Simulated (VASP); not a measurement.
Relaxed, unreconstructed slabs of AuAl2 (fluorite). Calculation: PBEsol GGA, VASP's PBE PAW potentials (set 64) (plane waves; VASP).

Slab and bulk use different k-meshes, so the surface energy is good to a few per cent at best.

Q: Order the faces (110) [18 atoms], (111) [9 atoms] by surface energy, lowest first.

A: (111) [9 atoms] (1.22 J/m²), (110) [18 atoms] (1.33 J/m²)

Q: And what are their work functions?

A: (110) [18 atoms] 4.61 eV, (111) [9 atoms] 4.25 eV.

Runs of the series that failed, ran out of time, didn't relax or are held back are left out, and each face is given by its thickest slab.

The cell is a thin slab with vacuum, built from AuAl2 (fluorite).
